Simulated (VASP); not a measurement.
Calculation: r2SCAN meta-GGA, VASP's PBE PAW potentials (set 64) (plane waves; VASP).

A VASP calculation is set up with these files.

KPOINTS:
```
Automatic
0
Gamma
11 11 4
0 0 0
```

**POSCAR**
```
TiSi
1
    2.8709032175    -0.0000000000    -0.0000000000
   -1.4354516088     2.4862750658     0.0000000000
   -0.0000000000    -0.0000000000     8.1974766105
Ti Si
2 2
Direct
  0.0000000000   0.0000000000   0.0000000000
  0.0000000000   0.0000000000   0.5000000000
  0.3333330000   0.6666670000   0.2500000000
  0.6666670000   0.3333330000   0.7500000000
```

INCAR:
```
SYSTEM = TiSi
PREC = Accurate
ENCUT = 400
EDIFF = 1E-6
NELM = 100
ALGO = Normal
LREAL = .FALSE.
LASPH = .TRUE.
ISMEAR = 1
SIGMA = 0.1
METAGGA = R2SCAN
LMIXTAU = .TRUE.
LMAXMIX = 4
LWAVE = .FALSE.
LCHARG = .FALSE.
IBRION = 2
ISIF = 3
NSW = 60
EDIFFG = -0.02
```

POTCAR, in this order: Ti_sv Si (PBE.64 set). Program: vasp_std.

The run wrote:

### OUTCAR
```
 ion  position               nearest neighbor table
   1  0.000  0.000  0.000-   3 2.64   4 2.64   3 2.64   4 2.64   4 2.64   3 2.64
   2  0.000  0.000  0.500-   3 2.64   4 2.64   3 2.64   4 2.64   4 2.64   3 2.64
   3  0.333  0.667  0.250-   1 2.64   2 2.64   1 2.64   2 2.64   1 2.64   2 2.64
   4  0.667  0.333  0.750-   1 2.64   2 2.64   1 2.64   2 2.64   1 2.64   2 2.64
  LATTYP: Found a hexagonal cell.
 ALAT       =     2.8709032175
 C/A-ratio  =     2.8553650156
 Subroutine PRICEL returns:
 Original cell was already a primitive cell.
 Subroutine GETGRP returns: Found 24 space group operations
The static configuration has the point symmetry D_3d.
 The point group associated with its full space group is D_6h.
The dynamic configuration has the point symmetry D_3d.
 Subroutine INISYM returns: Found 24 space group operations
 Subroutine IBZKPT returns following result:
 Found     48 irreducible k-points:

 Following reciprocal coordinates:
            Coordinates               Weight
  0.000000  0.000000  0.000000      1.000000
  0.090909  0.000000  0.000000      6.000000
  0.181818  0.000000  0.000000      6.000000
  0.272727  0.000000  0.000000      6.000000
  0.363636  0.000000  0.000000      6.000000
...
```

**OSZICAR**
```
...
DAV:   4    -0.551533505534E+02   -0.18830E+01   -0.18688E+01  2416   0.284E+01
DAV:   5    -0.552692602049E+02   -0.11591E+00   -0.11570E+00  2932   0.596E+00    0.186E+01
DAV:   6    -0.487971419378E+02    0.64721E+01   -0.25390E+01  2488   0.586E+01    0.498E+00
DAV:   7    -0.457281090688E+02    0.30690E+01   -0.25204E+00  2708   0.137E+01    0.328E+00
DAV:   8    -0.450375003310E+02    0.69061E+00   -0.82774E-01  2268   0.937E+00    0.138E+00
DAV:   9    -0.453406495519E+02   -0.30315E+00   -0.49141E-01  2132   0.639E+00    0.412E-01
DAV:  10    -0.453193157681E+02    0.21334E-01   -0.67308E-02  2644   0.244E+00    0.158E-01
DAV:  11    -0.453757560825E+02   -0.56440E-01   -0.45174E-02  2160   0.178E+00    0.146E-01
DAV:  12    -0.453582838394E+02    0.17472E-01   -0.11662E-02  2256   0.943E-01    0.174E-01
DAV:  13    -0.453742155010E+02   -0.15932E-01   -0.70592E-03  2176   0.706E-01    0.631E-02
DAV:  14    -0.453741949273E+02    0.20574E-04   -0.18680E-03  2564   0.340E-01    0.264E-02
DAV:  15    -0.453755110516E+02   -0.13161E-02   -0.27755E-04  2380   0.174E-01    0.217E-02
DAV:  16    -0.453747856240E+02    0.72543E-03   -0.96180E-05  2312   0.917E-02    0.868E-03
DAV:  17    -0.453751684133E+02   -0.38279E-03   -0.56013E-05  2952   0.702E-02    0.357E-03
DAV:  18    -0.453751094266E+02    0.58987E-04   -0.36755E-06  1912   0.184E-02    0.274E-03
DAV:  19    -0.453751542011E+02   -0.44775E-04   -0.29256E-07  1284   0.557E-03    0.176E-03
DAV:  20    -0.453751048278E+02    0.49373E-04   -0.89256E-07  1240   0.883E-03    0.358E-04
DAV:  21    -0.453751033422E+02    0.14855E-05   -0.19265E-07  1176   0.416E-03    0.374E-04
DAV:  22    -0.453751139628E+02   -0.10621E-04   -0.72426E-08  1148   0.280E-03    0.277E-04
DAV:  23    -0.453751060704E+02    0.78924E-05   -0.25868E-08  1124   0.168E-03    0.991E-05
DAV:  24    -0.453751100304E+02   -0.39601E-05   -0.13327E-08  1112   0.113E-03    0.803E-05
DAV:  25    -0.453751110381E+02   -0.10077E-05   -0.59242E-09  1084   0.836E-04    0.477E-05
DAV:  26    -0.453751095345E+02    0.15036E-05   -0.18994E-09  1092   0.355E-04    0.655E-05
DAV:  27    -0.453751102217E+02   -0.68718E-06   -0.10689E-09  1088   0.335E-04
   1 F= -.45375110E+02 E0= -.45374981E+02  d E =-.453751E+02
       N       E                     dE             d eps       ncg     rms          rms(c)
DAV:   1    -0.457870499394E+02   -0.41194E+00   -0.10727E+01  2368   0.466E+01    0.547E+00
DAV:   2    -0.454169972153E+02    0.37005E+00   -0.35795E+00  2348   0.198E+01    0.156E+00
DAV:   3    -0.453714815437E+02    0.45516E-01   -0.35683E-01  2700   0.412E+00    0.637E-01
DAV:   4    -0.453688741079E+02    0.26074E-02   -0.46300E-02  3156   0.175E+00    0.293E-01
DAV:   5    -0.453755125532E+02   -0.66384E-02   -0.78982E-03  3072   0.566E-01    0.168E-01
DAV:   6    -0.453755462997E+02   -0.33747E-04   -0.31005E-03  2548   0.444E-01    0.546E-02
DAV:   7    -0.453781193192E+02   -0.25730E-02   -0.46801E-03  3120   0.577E-01    0.635E-02
DAV:   8    -0.453766633897E+02    0.14559E-02   -0.12742E-03  2204   0.378E-01    0.237E-02
DAV:   9    -0.453767984582E+02   -0.13507E-03   -0.91360E-05  2228   0.869E-02    0.105E-02
DAV:  10    -0.453767128836E+02    0.85575E-04   -0.15891E-05  2364   0.377E-02    0.556E-03
DAV:  11    -0.453767940695E+02   -0.81186E-04   -0.36177E-06  1752   0.192E-02    0.103E-03
DAV:  12    -0.453767635126E+02    0.30557E-04   -0.73865E-07  1184   0.806E-03    0.683E-04
DAV:  13    -0.453767854391E+02   -0.21926E-04   -0.10199E-07  1080   0.385E-03    0.187E-04
DAV:  14    -0.453767696177E+02    0.15821E-04   -0.38012E-08  1056   0.199E-03    0.183E-04
DAV:  15    -0.453767725482E+02   -0.29305E-05   -0.15659E-08  1060   0.122E-03    0.124E-04
DAV:  16    -0.453767740566E+02   -0.15084E-05   -0.48562E-09  1048   0.632E-04    0.423E-05
DAV:  17    -0.453767739924E+02    0.64169E-07   -0.19888E-09  1056   0.374E-04
   2 F= -.45376774E+02 E0= -.45376365E+02  d E =-.166377E-02
       N       E                     dE             d eps       ncg     rms          rms(c)
DAV:   1    -0.454801838770E+02   -0.10341E+00   -0.24745E+00  2500   0.220E+01    0.261E+00
DAV:   2    -0.453954595043E+02    0.84724E-01   -0.69207E-01  2344   0.902E+00    0.748E-01
DAV:   3    -0.453842817522E+02    0.11178E-01   -0.61109E-02  2680   0.169E+00    0.291E-01
DAV:   4    -0.453846422240E+02   -0.36047E-03   -0.98890E-03  3160   0.806E-01    0.145E-01
DAV:   5    -0.453852919732E+02   -0.64975E-03   -0.20085E-03  3120   0.331E-01    0.749E-02
DAV:   6    -0.453866842909E+02   -0.13923E-02   -0.48474E-04  2296   0.205E-01    0.298E-02
DAV:   7    -0.453859089064E+02    0.77538E-03   -0.10952E-03  3164   0.270E-01    0.327E-02
DAV:   8    -0.453862888226E+02   -0.37992E-03   -0.16487E-04  2132   0.134E-01    0.126E-02
DAV:   9    -0.453863926501E+02   -0.10383E-03   -0.19121E-05  2176   0.410E-02    0.103E-02
DAV:  10    -0.453864229916E+02   -0.30342E-04   -0.38448E-06  2040   0.178E-02    0.265E-03
DAV:  11    -0.453863956638E+02    0.27328E-04   -0.73846E-07  1104   0.855E-03    0.991E-04
DAV:  12    -0.453864206157E+02   -0.24952E-04   -0.39546E-07  1064   0.519E-03    0.411E-04
DAV:  13    -0.453864049506E+02    0.15665E-04   -0.88309E-08  1016   0.304E-03    0.281E-04
DAV:  14    -0.453864089040E+02   -0.39534E-05   -0.21936E-08  1020   0.126E-03    0.172E-04
DAV:  15    -0.453864115155E+02   -0.26115E-05   -0.13893E-08  1012   0.102E-03    0.745E-05
DAV:  16    -0.453864102765E+02    0.12391E-05   -0.58759E-09  1016   0.744E-04    0.520E-05
DAV:  17    -0.453864095869E+02    0.68959E-06   -0.32330E-09  1004   0.418E-04
   3 F= -.45386410E+02 E0= -.45386215E+02  d E =-.112994E-01
       N       E                     dE             d eps       ncg     rms          rms(c)
DAV:   1    -0.453910405874E+02   -0.46303E-02   -0.22383E-01  1948   0.657E+00    0.487E-01
DAV:   2    -0.453886961301E+02    0.23445E-02   -0.21024E-02  2204   0.154E+00    0.256E-01
DAV:   3    -0.453874775821E+02    0.12185E-02   -0.42949E-03  2988   0.552E-01    0.752E-02
DAV:   4    -0.453873028422E+02    0.17474E-03   -0.91041E-04  2428   0.308E-01    0.404E-02
DAV:   5    -0.453874957655E+02   -0.19292E-03   -0.86145E-04  2120   0.311E-01    0.135E-02
DAV:   6    -0.453875631994E+02   -0.67434E-04   -0.34197E-04  2032   0.183E-01    0.138E-02
DAV:   7    -0.453875949620E+02   -0.31763E-04   -0.19065E-05  2608   0.362E-02    0.864E-03
DAV:   8    -0.453875840706E+02    0.10891E-04   -0.10514E-05  2396   0.327E-02    0.489E-03
DAV:   9    -0.453875947548E+02   -0.10684E-04   -0.29126E-06  1668   0.202E-02    0.264E-03
DAV:  10    -0.453875962345E+02   -0.14797E-05   -0.66046E-07  1080   0.109E-02    0.843E-04
DAV:  11    -0.453875957529E+02    0.48161E-06   -0.10414E-07  1068   0.391E-03
   4 F= -.45387596E+02 E0= -.45387266E+02  d E =-.118617E-02
       N       E                     dE             d eps       ncg     rms          rms(c)
DAV:   1    -0.453889646254E+02   -0.13684E-02   -0.76194E-02  1948   0.384E+00    0.284E-01
DAV:   2    -0.453882134511E+02    0.75117E-03   -0.71803E-03  2208   0.902E-01    0.148E-01
DAV:   3    -0.453877488382E+02    0.46461E-03   -0.14469E-03  3024   0.317E-01    0.433E-02
DAV:   4    -0.453876731462E+02    0.75692E-04   -0.29678E-04  2428   0.177E-01    0.235E-02
DAV:   5    -0.453878146869E+02   -0.14154E-03   -0.29426E-04  2120   0.181E-01    0.809E-03
DAV:   6    -0.453877910542E+02    0.23633E-04   -0.11742E-04  2028   0.108E-01    0.799E-03
DAV:   7    -0.453878093441E+02   -0.18290E-04   -0.63293E-06  2180   0.211E-02    0.510E-03
DAV:   8    -0.453878022752E+02    0.70689E-05   -0.45742E-06  1804   0.228E-02    0.287E-03
DAV:   9    -0.453878083295E+02   -0.60543E-05   -0.12818E-06  1112   0.144E-02    0.169E-03
DAV:  10    -0.453878105556E+02   -0.22260E-05   -0.25346E-07  1056   0.712E-03    0.506E-04
DAV:  11    -0.453878095278E+02    0.10278E-05   -0.52537E-08  1044   0.266E-03    0.430E-04
DAV:  12    -0.453878096529E+02   -0.12516E-06   -0.15025E-08  1024   0.132E-03
   5 F= -.45387810E+02 E0= -.45387392E+02  d E =-.140007E-02
```

### OUTCAR
```
------------------------ aborting loop because EDIFF is reached ----------------------------------------
  FORCE on cell =-STRESS in cart. coord.  units (eV):
  Direction    XX          YY          ZZ          XY          YZ          ZX
  --------------------------------------------------------------------------------------
  Total        0.0144152      0.0144152      0.0164572     -0.0000000     -0.0000000      0.0000000
  in kB        0.3896108      0.3896108      0.4448003     -0.0000000     -0.0000000      0.0000000
  external PRESSURE =       0.4080073 kB  Pullay stress =       0.0000000 kB
  volume of cell :       59.28
      direct lattice vectors                 reciprocal lattice vectors
     2.868085521  0.000000000  0.000000000     0.348664638  0.201301627  0.000000000
    -1.434042760  2.483834869 -0.000000000    -0.000000000  0.402603254 -0.000000000
    -0.000000000  0.000000000  8.321218525    -0.000000000  0.000000000  0.120174707
 POSITION                                       TOTAL-FORCE (eV/Angst)
 -----------------------------------------------------------------------------------
     -0.00000      0.00000     -0.00000        -0.000000     -0.000000      0.000000
     -0.00000      0.00000      4.16061        -0.000000     -0.000000      0.000000
     -0.00000      1.65589      2.08030        -0.000000     -0.000000      0.000000
      1.43404      0.82794      6.24091         0.000000      0.000000      0.000000
 -----------------------------------------------------------------------------------
    total drift:                               -0.000000     -0.000000      0.000000
  FREE ENERGIE OF THE ION-ELECTRON SYSTEM (eV)
  ---------------------------------------------------
  free  energy   TOTEN  =       -45.3878096529 eV

  energy  without entropy=      -45.3865570272  energy(sigma->0) =      -45.38739211

 reached required accuracy - stopping structural energy minimisation
```
(Selected blocks of OUTCAR.)

File CONTCAR:
```
TiSi
   1.00000000000000
     2.8680855207079485    0.0000000000000591    0.0000000000000000
    -1.4340427604038741    2.4838348689565262   -0.0000000000000000
    -0.0000000000000000    0.0000000000000000    8.3212185251085007
  Ti              Si
     2     2
Direct
     0.0000000000000000    0.0000000000000000    0.0000000000000000
     0.0000000000000000    0.0000000000000000    0.5000000000000000
     0.3333330000000032    0.6666669999999968    0.2500000000000000
     0.6666669999999968    0.3333330000000032    0.7500000000000000
```

The structure was generated: TiSi was put into the NiAs type type (P6_3/mmc), which need not be its known phase. This run relaxes it. Symmetry was kept, so distortions that lower it aren't found. The start is the result of an earlier pass.
